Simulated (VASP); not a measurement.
An input for Ansatz (written as the equivalent of a VASP run, and not itself run):

Ansatz 0.2 input:
```yaml
crystal:
  lattice:
    - [-1.4743762, 1.4743762, 1.4743762]
    - [1.4743762, -1.4743762, 1.4743762]
    - [1.4743762, 1.4743762, -1.4743762]
  atoms:
    - { symbol: V, position: [0.0000000, 0.0000000, 0.0000000] }
kpoints:
  mp_grid: { grid: [17, 17, 17] }
hamiltonian:
  xc: pbe
  pseudopotentials: { kind: paw }
scf:
  occupations: { method: methfessel_paxton, width: 0.1 }
  max_iter: 100
relax:
  max_steps: 40
  f_tol: 0.02
  cell: { p_target: 20 }
output: { forces: true, stress: true, eigenvalues: true }
```

### Question
Write the VASP files for the same calculation (PBE).

### Answer
One answer among several that fit: 
KPOINTS:
```
Automatic mesh
0
Gamma
17 17 17
0 0 0
```

**INCAR**
```
! general
SYSTEM =V
PREC   =Accurate
ENCUT  =500
LREAL  =.FALSE.
LASPH  =.TRUE.

! electronic loop
EDIFF  =1E-6
NELM   =100
ALGO   =Normal
LMAXMIX=4

! smearing
ISMEAR =1
SIGMA  =0.1

! functional
GGA    =PE

! ions
IBRION =2
NSW    =40
ISIF   =3
EDIFFG =-0.02
PSTRESS=200

! output
LWAVE  =.FALSE.
LCHARG =.FALSE.
```

File POSCAR:
```
V
1.0
 -1.4743762449   1.4743762449   1.4743762449
  1.4743762449  -1.4743762449   1.4743762449
  1.4743762449   1.4743762449  -1.4743762449
V
1
Cartesian
  0.0000000000   0.0000000000   0.0000000000
```

POTCAR, in this order: V_sv (PBE.64 set). Program: vasp_std.

What does not carry over: each code has its own PAW files, so the cut-off isn't converted (ENCUT is set for VASP's; basis.ecutwfc is left out, and Ansatz then takes the one that its files recommend); Ansatz stops its SCF on the density residual and VASP on the energy change (EDIFF).

The compound is V in the bcc structure. This run relaxes it under an external pressure of 20 GPa. Symmetry was kept, so distortions that lower it aren't found.
